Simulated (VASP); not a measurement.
Write the native input for VASP 6.6.1 that does the following.

```yaml
Task: single point
Functional: PBE
Potentials_or_basis: VASP PAW PBE potentials, release 64 (Ca_sv, Ge_d, F)
Cutoff: 520 eV
k_mesh: 6 × 6 × 6
Occupations: gaussian, width 0.02 eV
Spin: no spin polarisation
Dipole_correction: no
Further_INCAR_settings: ALGO = Normal; EDIFF = 1e-06; NBANDS = 48
```

The structure of Ca2GeF6 lies in POSCAR:

```
Ca2GeF6
1.0
    0.0000000000      4.0016804534      4.0016804534
    4.0016804534      0.0000000000      4.0016804534
    4.0016804534      4.0016804534      0.0000000000
Ca Ge F
2 1 6
Direct
    0.2500000000      0.2500000000      0.2500000000
    0.7500000000      0.7500000000      0.7500000000
    0.0000000000      0.0000000000      0.0000000000
    0.7370523512      0.2629476488      0.2629476488
    0.2629476488      0.7370523512      0.2629476488
    0.2629476488      0.7370523512      0.7370523512
    0.7370523512      0.2629476488      0.7370523512
    0.2629476488      0.2629476488      0.7370523512
    0.7370523512      0.7370523512      0.2629476488
```

The cell was built by a generator and needn't be a form met in nature.

The cell isn't the ideal one: species swapped into the Cs2WBr6 type (Fm-3m, No. 225).

These files were run (other wordings do the same):

INCAR

```
ALGO = Normal ; EDIFF = 1E-6
ENCUT = 520 ; GGA = PE
ISIF = 2 ; ISMEAR = 0
LASPH = T ; LCHARG = T
LELF = T ; LREAL = F
LVHAR = T ; LWAVE = F
NBANDS = 48 ; NELM = 80
PREC = Accurate ; SIGMA = 0.02
```

KPOINTS

```
k-points
0
Gamma
  6 6 6
```

Potentials or basis: VASP PAW PBE potentials, release 64 (Ca_sv, Ge_d, F).

Run with:

```console
$ cat potpaw_PBE.64/Ca_sv/POTCAR potpaw_PBE.64/Ge_d/POTCAR potpaw_PBE.64/F/POTCAR > POTCAR
$ mpirun -np 1 vasp_std > vasp.out
```

Results of the run:

```yaml
Pressure: -0.1 GPa
Largest_force: 0.027 eV/Å
Band_gap_on_the_k_mesh: 1.87 eV, indirect (least direct gap 2.51 eV)
```

Run time: 3.3 min on 1 thread of Intel(R) Xeon(R) Platinum 8488C (Sapphire Rapids), on a shared host, peak memory 0.29 GiB.
